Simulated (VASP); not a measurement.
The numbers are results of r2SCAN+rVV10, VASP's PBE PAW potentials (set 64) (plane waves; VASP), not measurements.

Input for VASP

### POSCAR
```
CsH
6.2802320
  0.0000000000   0.5000000089   0.5000000089
  0.5000000089   0.0000000000   0.5000000089
  0.5000000089   0.5000000089   0.0000000000
Cs H
1 1
direct
  0.0000000000   0.0000000000   0.0000000000
  0.5000000000   0.5000000000   0.5000000000
```

**KPOINTS**
```
kpoints
0
Gamma
  9 9 9
```

### INCAR
```
ALGO=Normal
BPARAM=11.95
CPARAM=0.0093
CSHIFT=0.1
EDIFF=1E-7
ENCUT=400
ISMEAR=0
LASPH=.TRUE.
LCHARG=.FALSE.
LMAXMIX=4
LMIXTAU=.TRUE.
LOPTICS=.TRUE.
LPEAD=.TRUE.
LREAL=.FALSE.
LUSE_VDW=.TRUE.
LWAVE=.FALSE.
METAGGA=R2SCAN
NBANDS=27
NEDOS=1001
NELM=100
PREC=Accurate
SIGMA=0.01
SYSTEM=CsH
```

POTCAR, in this order: Cs_sv H (PBE.64 set). Program: vasp_std.

The resulting files:

OUTCAR:
```
 ion  position               nearest neighbor table
   1  0.000  0.000  0.000-
   2  0.500  0.500  0.500-
  LATTYP: Found a face centered cubic cell.
 ALAT       =     6.2802321118
 Subroutine PRICEL returns:
 Original cell was already a primitive cell.
 Subroutine GETGRP returns: Found 48 space group operations
The static configuration has the point symmetry O_h .
The dynamic configuration has the point symmetry O_h .
 Subroutine INISYM returns: Found 48 space group operations
 Subroutine IBZKPT returns following result:
 Found     35 irreducible k-points:

 Following reciprocal coordinates:
            Coordinates               Weight
  0.000000  0.000000  0.000000      1.000000
  0.111111  0.000000  0.000000      8.000000
  0.222222  0.000000  0.000000      8.000000
  0.333333  0.000000  0.000000      8.000000
  0.444444  0.000000  0.000000      8.000000
  0.111111  0.111111  0.000000      6.000000
  0.222222  0.111111  0.000000     24.000000
  0.333333  0.111111  0.000000     24.000000
  0.444444  0.111111  0.000000     24.000000
 -0.444444  0.111111  0.000000     24.000000
 -0.333333  0.111111  0.000000     24.000000
 -0.222222  0.111111  0.000000     24.000000
 -0.111111  0.111111  0.000000     12.000000
  0.222222  0.222222  0.000000      6.000000
  0.333333  0.222222  0.000000     24.000000
  0.444444  0.222222  0.000000     24.000000
 -0.444444  0.222222  0.000000     24.000000
 -0.333333  0.222222  0.000000     24.000000
 -0.222222  0.222222  0.000000     12.000000
  0.333333  0.333333  0.000000      6.000000
  0.444444  0.333333  0.000000     24.000000
 -0.444444  0.333333  0.000000     24.000000
 -0.333333  0.333333  0.000000     12.000000
  0.444444  0.444444  0.000000      6.000000
 -0.444444  0.444444  0.000000     12.000000
  0.333333  0.222222  0.111111     24.000000
  0.444444  0.222222  0.111111     48.000000
 -0.444444  0.222222  0.111111     48.000000
  0.444444  0.333333  0.111111     24.000000
 -0.444444  0.333333  0.111111     48.000000
 -0.333333  0.333333  0.111111     48.000000
 -0.222222  0.333333  0.111111     24.000000
 -0.444444  0.444444  0.111111     24.000000
 -0.333333  0.444444  0.111111     24.000000
 -0.333333  0.444444  0.222222     24.000000
 Subroutine IBZKPT_HF returns following result:
   k-points           NKPTS =     35   k-points in BZ     NKDIM =     35   number of bands    NBANDS=     27
   number of dos      NEDOS =   1001   number of ions     NIONS =      2
   total plane-waves  NPLWV =  27000
   dimension x,y,z NGX =    30 NGY =   30 NGZ =   30
   dimension x,y,z NGXF=    60 NGYF=   60 NGZF=   60
   ions per type =               1   1
   PREC   = accura    normal or accurate (medium, high low for compatibility)
   ISTART =      0    job   : 0-new  1-cont  2-samecut
   ICHARG =      2    charge: 1-file 2-atom 10-const
   ISPIN  =      1    spin polarized calculation?
   LNONCOLLINEAR =      F non collinear calculations
   LSORBIT =      F    spin-orbit coupling
   INIWAV =      1    electr: 0-lowe 1-rand  2-diag
   ENCUT  =  400.0 eV  29.40 Ry    5.42 a.u.   7.24  7.24  7.24*2*pi/ulx,y,z
   NELM   =    100;   NELMIN=  2; NELMDL= -5     # of ELM steps
   EDIFF  = 0.1E-06   stopping-criterion for ELM
   LREAL  =      F    real-space projection
   NLSPLINE    = F    spline interpolate recip. space projectors
   LMAXMIX     =    4 max onsite mixed and CHGCAR
   VOSKOWN=      0    Vosko Wilk Nusair interpolation
   EDIFFG = 0.1E-05   stopping-criterion for IOM
   NSW    =      0    number of steps for IOM
   NBLOCK =      1;   KBLOCK =      1    inner block; outer block
...
```

OSZICAR:
```
       N       E                     dE             d eps       ncg     rms          rms(c)
DAV:   1     0.897614193022E+01    0.89761E+01   -0.33876E+03  1890   0.262E+02
DAV:   2    -0.296185962496E+02   -0.38595E+02   -0.36514E+02  2399   0.672E+01
DAV:   3    -0.314342063694E+02   -0.18156E+01   -0.18051E+01  2342   0.135E+01
DAV:   4    -0.314415950823E+02   -0.73887E-02   -0.73881E-02  2238   0.906E-01
DAV:   5    -0.314416123404E+02   -0.17258E-04   -0.17258E-04  2243   0.492E-02    0.353E+00
DAV:   6    -0.283729824761E+02    0.30686E+01   -0.32607E-01  1908   0.214E+00    0.199E+00
DAV:   7    -0.285651348356E+02   -0.19215E+00   -0.11335E+00  2025   0.307E+00    0.143E+00
DAV:   8    -0.284904852007E+02    0.74650E-01   -0.49937E-01  1941   0.232E+00    0.457E-01
DAV:   9    -0.283283842894E+02    0.16210E+00   -0.28813E-01  1905   0.183E+00    0.751E-01
DAV:  10    -0.285699775512E+02   -0.24159E+00   -0.19030E-01  1896   0.157E+00    0.949E-02
DAV:  11    -0.285515729689E+02    0.18405E-01   -0.18387E-02  2052   0.557E-01    0.947E-02
DAV:  12    -0.285511073454E+02    0.46562E-03   -0.74898E-04  2102   0.971E-02    0.976E-02
DAV:  13    -0.285511409865E+02   -0.33641E-04   -0.85435E-04  2046   0.132E-01    0.721E-02
DAV:  14    -0.285542379060E+02   -0.30969E-02   -0.34983E-03  1935   0.233E-01    0.114E-01
DAV:  15    -0.285538771614E+02    0.36074E-03   -0.26280E-04  2086   0.676E-02    0.839E-02
DAV:  16    -0.285541124738E+02   -0.23531E-03   -0.11987E-04  1983   0.424E-02    0.416E-02
DAV:  17    -0.285540787095E+02    0.33764E-04   -0.69762E-05  2318   0.260E-02    0.105E-02
DAV:  18    -0.285540265207E+02    0.52189E-04   -0.26801E-05  1976   0.229E-02    0.139E-02
DAV:  19    -0.285540287547E+02   -0.22339E-05   -0.16630E-05  1965   0.198E-02    0.346E-03
DAV:  20    -0.285540282486E+02    0.50609E-06   -0.15174E-06  1986   0.611E-03    0.362E-03
DAV:  21    -0.285540265989E+02    0.16497E-05   -0.58802E-07  2007   0.406E-03    0.110E-03
DAV:  22    -0.285540264852E+02    0.11371E-06   -0.93426E-08  2338   0.112E-03    0.171E-04
DAV:  23    -0.285540265501E+02   -0.64888E-07   -0.27401E-08  2016   0.747E-04
   1 F= -.28554027E+02 E0= -.28554027E+02  d E =-.197972E-26
 imaginary and real dielectric function
```

File OUTCAR:
```
------------------------ aborting loop because EDIFF is reached ----------------------------------------
  FORCE on cell =-STRESS in cart. coord.  units (eV):
  Direction    XX          YY          ZZ          XY          YZ          ZX
  --------------------------------------------------------------------------------------
  Total       -0.0084984     -0.0084984     -0.0084984      0.0000000      0.0000000     -0.0000000
  in kB       -0.2198773     -0.2198773     -0.2198773      0.0000000      0.0000000     -0.0000000
  external PRESSURE =      -0.2198773 kB  Pullay stress =       0.0000000 kB
  volume of cell :       61.93
      direct lattice vectors                 reciprocal lattice vectors
     0.000000000  3.140116056  3.140116056    -0.159229784  0.159229784  0.159229784
     3.140116056  0.000000000  3.140116056     0.159229784 -0.159229784  0.159229784
     3.140116056  3.140116056  0.000000000     0.159229784  0.159229784 -0.159229784
 POSITION                                       TOTAL-FORCE (eV/Angst)
 -----------------------------------------------------------------------------------
      0.00000      0.00000      0.00000         0.000000      0.000000      0.000000
      3.14012      3.14012      3.14012         0.000000      0.000000     -0.000000
 -----------------------------------------------------------------------------------
    total drift:                                0.000000      0.000000      0.000000
  FREE ENERGIE OF THE ION-ELECTRON SYSTEM (eV)
  ---------------------------------------------------
  free  energy   TOTEN  =       -28.5540265501 eV

  energy  without entropy=      -28.5540265501  energy(sigma->0) =      -28.55402655

 plasma frequency squared (from intraband transitions) (eV^2)
  --------------------------------------------------------------------------------------
       0.000       0.000       0.000
       0.000       0.000       0.000
       0.000       0.000       0.000

 plasma frequency squared (from interband transitions, int dw w eps(2)(w)) (eV^2)
  --------------------------------------------------------------------------------------
     236.084       0.000       0.000      -0.000       0.000       0.000
       0.000       0.000     236.084       0.000      -0.000      -0.000
       0.000      -0.000      -0.000       0.000     236.084       0.000
```
(Selected blocks of OUTCAR.)

The dielectric response may not be converged in the k-mesh; for small gaps it tends to come out too large.

The structure comes from a measured CsH entry (Fm-3m) of the Crystallography Open Database, whose conditions weren't checked. It was relaxed first.
